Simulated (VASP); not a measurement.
CeNiAsO:

```
Ce As Ni O
1.0
     4.01454    0.00000    0.00000
     0.00000    4.01454    0.00000
     0.00000    0.00000    7.90723
Ce As Ni O
2 2 2 2
Direct
  0.50000 0.00000 0.15474
  0.00000 0.50000 0.84526
  0.50000 0.00000 0.64863
  0.00000 0.50000 0.35137
  0.50000 0.50000 0.50000
  0.00000 0.00000 0.50000
  0.50000 0.50000 0.00000
  0.00000 0.00000 0.00000
```

The cell is a database's computed one.

Base run:

| Quantity | Value |
| --- | --- |
| Program | VASP 6.6.1 |
| Functional | LDA |
| Potentials or basis | VASP PAW LDA potentials, release 64 (Ce, As, Ni, O) |
| Cutoff | 520 eV |
| k mesh | 5 × 5 × 3 |
| Occupations | fermi-dirac, width 0.05 eV |
| Spin | no spin polarisation |
| Hubbard terms | Ce f U = 3 eV, Ni d U = 3 eV |

Its results: band gap on the k mesh none (metal or under the smearing width); pressure -8.9 GPa; largest force 0.465 eV/Å.

Question: The run is repeated on the same cell with these changes: spin from no spin polarisation to collinear spin, antiferromagnetic start; further incar settings from ALGO = Fast; EDIFF = 1e-06; NBANDS = 43 to ALGO = Fast; EDIFF = 1e-06; NBANDS = 47. What comes out?

Answer: Band gap on the k mesh none (metal or under the smearing width); pressure -7.8 GPa; net moment 0.00 μB per cell; site moments Ce +0.56, -0.56; As +0.01, -0.01; Ni -0.00, +0.00; O +0.00, -0.00 μB; largest force 0.539 eV/Å.

Caveats: U without spin polarisation on a metal has little footing (some runs); the magnetic or orbital state may not be the lowest (some runs); spin-orbit coupling is left out, which moves the levels of the heavy elements (some runs).
